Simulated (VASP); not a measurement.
The system is CdSn23O48.

```xyz
72
Lattice="9.4748 0.0000 0.0000 0.0000 9.4748 0.0000 0.0000 0.0000 9.5592" Properties=species:S:1:pos:R:3 pbc="T T T"
Cd    0.0000    0.0000    0.0000
Sn    0.0000    0.0000    3.1864
Sn    0.0000    0.0000    6.3728
Sn    0.0000    4.7374    0.0000
Sn    0.0000    4.7374    3.1864
Sn    0.0000    4.7374    6.3728
Sn    4.7374    0.0000    0.0000
Sn    4.7374    0.0000    3.1864
Sn    4.7374    0.0000    6.3728
Sn    4.7374    4.7374    0.0000
Sn    4.7374    4.7374    3.1864
Sn    4.7374    4.7374    6.3728
Sn    2.3687    2.3687    1.5932
Sn    2.3687    2.3687    4.7796
Sn    2.3687    2.3687    7.9660
Sn    2.3687    7.1061    1.5932
Sn    2.3687    7.1061    4.7796
Sn    2.3687    7.1061    7.9660
Sn    7.1061    2.3687    1.5932
Sn    7.1061    2.3687    4.7796
Sn    7.1061    2.3687    7.9660
Sn    7.1061    7.1061    1.5932
Sn    7.1061    7.1061    4.7796
Sn    7.1061    7.1061    7.9660
O     1.4477    1.4477    0.0000
O     1.4477    1.4477    3.1864
O     1.4477    1.4477    6.3728
O     1.4477    6.1851    0.0000
O     1.4477    6.1851    3.1864
O     1.4477    6.1851    6.3728
O     6.1851    1.4477    0.0000
O     6.1851    1.4477    3.1864
O     6.1851    1.4477    6.3728
O     6.1851    6.1851    0.0000
O     6.1851    6.1851    3.1864
O     6.1851    6.1851    6.3728
O     0.9210    3.8164    1.5932
O     0.9210    3.8164    4.7796
O     0.9210    3.8164    7.9660
O     0.9210    8.5538    1.5932
O     0.9210    8.5538    4.7796
O     0.9210    8.5538    7.9660
O     5.6584    3.8164    1.5932
O     5.6584    3.8164    4.7796
O     5.6584    3.8164    7.9660
O     5.6584    8.5538    1.5932
O     5.6584    8.5538    4.7796
O     5.6584    8.5538    7.9660
O     3.2897    3.2897    0.0000
O     3.2897    3.2897    3.1864
O     3.2897    3.2897    6.3728
O     3.2897    8.0271    0.0000
O     3.2897    8.0271    3.1864
O     3.2897    8.0271    6.3728
O     8.0271    3.2897    0.0000
O     8.0271    3.2897    3.1864
O     8.0271    3.2897    6.3728
O     8.0271    8.0271    0.0000
O     8.0271    8.0271    3.1864
O     8.0271    8.0271    6.3728
O     3.8164    0.9210    1.5932
O     3.8164    0.9210    4.7796
O     3.8164    0.9210    7.9660
O     3.8164    5.6584    1.5932
O     3.8164    5.6584    4.7796
O     3.8164    5.6584    7.9660
O     8.5538    0.9210    1.5932
O     8.5538    0.9210    4.7796
O     8.5538    0.9210    7.9660
O     8.5538    5.6584    1.5932
O     8.5538    5.6584    4.7796
O     8.5538    5.6584    7.9660
```

The cell comes from a database or a generator and needn't be the stable form of this composition.

```yaml
Program: VASP 6.6.1
Task: relaxation of the atoms
Functional: PBE
Potentials_or_basis: VASP PAW PBE potentials, release 64 (Cd, Sn_d, O)
Cutoff: 520 eV
k_mesh: 2 × 2 × 2
Occupations: fermi-dirac, width 0.05 eV
Spin: no spin polarisation
```

At the start: pressure 18.5 GPa; volume 11.92 Å³/atom.

Task: Where does the relaxation end?

Result: Over 29 steps the energy falls by 21.9 meV/atom; space group Cmmm (No. 65, to 0.05 Å).

The path:
```tsv
step	energy change (eV)	largest force (eV/Å)	pressure (GPa)
1	0.0000	3.1983	18.47
2	-0.0892	3.6632	18.93
3	-1.2152	0.9571	18.12
4	-1.4613	0.4983	18.05
5	-1.4620	0.4995	18.05
6	-1.5197	0.3978	18.05
7	-1.5218	0.3139	18.05
8	-1.5450	0.1700	18.06
9	-1.5453	0.1682	18.07
10	-1.5559	0.1448	18.06
11	-1.5561	0.1614	18.06
12	-1.5648	0.1189	18.05
13	-1.5657	0.1189	18.04
14	-1.5714	0.0648	18.02
15	-1.5719	0.0866	18.02
16	-1.5745	0.0550	18.00
17	-1.5746	0.0617	18.00
18	-1.5762	0.0405	18.00
19	-1.5763	0.0435	18.00
20	-1.5775	0.0373	18.00
21	-1.5777	0.0440	18.00
22	-1.5785	0.0138	17.99
23	-1.5786	0.0226	17.99
24	-1.5786	0.0259	17.99
25	-1.5788	0.0177	17.99
26	-1.5788	0.0183	17.99
27	-1.5789	0.0107	17.99
28	-1.5789	0.0104	17.99
29	-1.5789	0.0094	17.99
```

Final structure:
```
CELL_PARAMETERS angstrom
9.47480 0.00000 0.00000
0.00000 9.47480 0.00000
0.00000 0.00000 9.55920
ATOMIC_POSITIONS crystal
Cd 0.00000 0.00000 0.00000
Sn 0.00000 0.00000 0.33214
Sn 0.00000 0.00000 0.66786
Sn 0.00000 0.50000 0.00000
Sn 0.00000 0.50000 0.33370
Sn 0.00000 0.50000 0.66630
Sn 0.50000 0.00000 0.00000
Sn 0.50000 0.00000 0.33370
Sn 0.50000 0.00000 0.66630
Sn 0.50000 0.50000 0.00000
Sn 0.50000 0.50000 0.33330
Sn 0.50000 0.50000 0.66670
Sn 0.24996 0.24996 0.16577
Sn 0.24987 0.24987 0.50000
Sn 0.24996 0.24996 0.83423
Sn 0.24941 0.75059 0.16788
Sn 0.24968 0.75032 0.50000
Sn 0.24941 0.75059 0.83212
Sn 0.75059 0.24941 0.16788
Sn 0.75032 0.24968 0.50000
Sn 0.75059 0.24941 0.83212
Sn 0.75004 0.75004 0.16577
Sn 0.75013 0.75013 0.50000
Sn 0.75004 0.75004 0.83423
O 0.16037 0.16037 0.00000
O 0.15410 0.15410 0.33417
O 0.15410 0.15410 0.66583
O 0.15439 0.65071 0.00000
O 0.15810 0.64547 0.33563
O 0.15810 0.64547 0.66437
O 0.65071 0.15439 0.00000
O 0.64547 0.15810 0.33563
O 0.64547 0.15810 0.66437
O 0.64945 0.64945 0.00000
O 0.65247 0.65247 0.33331
O 0.65247 0.65247 0.66669
O 0.09725 0.40360 0.16745
O 0.09442 0.39948 0.50000
O 0.09725 0.40360 0.83255
O 0.10278 0.89722 0.18146
O 0.09752 0.90248 0.50000
O 0.10278 0.89722 0.81854
O 0.59762 0.40238 0.16741
O 0.59670 0.40330 0.50000
O 0.59762 0.40238 0.83259
O 0.59640 0.90275 0.16745
O 0.60052 0.90558 0.50000
O 0.59640 0.90275 0.83255
O 0.35055 0.35055 0.00000
O 0.34753 0.34753 0.33331
O 0.34753 0.34753 0.66669
O 0.34929 0.84561 0.00000
O 0.35453 0.84190 0.33563
O 0.35453 0.84190 0.66437
O 0.84561 0.34929 0.00000
O 0.84190 0.35453 0.33563
O 0.84190 0.35453 0.66437
O 0.83963 0.83963 0.00000
O 0.84590 0.84590 0.33417
O 0.84590 0.84590 0.66583
O 0.40360 0.09725 0.16745
O 0.39948 0.09442 0.50000
O 0.40360 0.09725 0.83255
O 0.40238 0.59762 0.16741
O 0.40330 0.59670 0.50000
O 0.40238 0.59762 0.83259
O 0.89722 0.10278 0.18146
O 0.90248 0.09752 0.50000
O 0.89722 0.10278 0.81854
O 0.90275 0.59640 0.16745
O 0.90558 0.60052 0.50000
O 0.90275 0.59640 0.83255
```

Caveat: the cell is charged against a uniform background, so pressure and absolute levels hang on convention.
